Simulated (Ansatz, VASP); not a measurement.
One calculation of Mg6VCd, two programs

```
Cd V Mg
1.0
     4.79622    0.00000    0.00000
     0.00000    2.98860    5.20867
     0.00000   -2.98860    5.20867
Cd V Mg
1 1 6
Direct
  0.50000 0.66578 0.66578
  0.50000 0.16720 0.16720
  0.00000 0.83312 0.83312
  0.00000 0.32778 0.32778
  0.00000 0.32802 0.84439
  0.00000 0.84439 0.32802
  0.50000 0.16951 0.66419
  0.50000 0.66419 0.16951
```

Change from the starting cell: volume scaled by 0.88.

Alike in both runs: task band structure; functional LDA; k mesh 6 × 5 × 5; occupations methfessel-paxton of order 1, width 0.1 eV; collinear spin, ferromagnetic start.

|  | VASP | Ansatz |
| --- | --- | --- |
| version | VASP 6.6.1 | Ansatz 0.2.0 |
| potentials or method | VASP PAW LDA potentials, release 54 (Cd, V, Mg) | Ansatz PAW |
| plane-wave cutoff (eV) | 500 | 420 |
| valence electrons in the cell | 29 | 93 |

Ansatz gave:

```
gap on the k mesh at the Fermi level (eV)                     : none
pressure (GPa)                                                : 2.7
largest component of the traceless stress (GPa)               : 0.14
rms of the force components (eV/Å)                            : 0.026
net moment per atom (μB)                                      : 0.34
size of the moment on the site where the two differ most (μB) : 2.28
```

Q: Estimate VASP's values.

A: gap on the k mesh at the Fermi level (eV): none; pressure (GPa): 0.9; largest component of the traceless stress (GPa): 1.37; rms of the force components (eV/Å): 0.054; net moment per atom (μB): 0.00; size of the moment on the site where the two differ most (μB): 0.01.

The net moments differ so much that the two runs ended in different magnetic states, which moves the other rows too. Site moments also hang on the region over which each program counts them. Atom by atom the forces differ by 0.054 eV/Å (rms over components). A gap of «none» marks a metal or a gap that the smearing closes. The two sets of potentials don't hold the same shells in valence.

Caveats: the PAW data sets come from PBE, with cores solved anew for the run's functional, which leaves a small shift of forces and pressure (Ansatz).
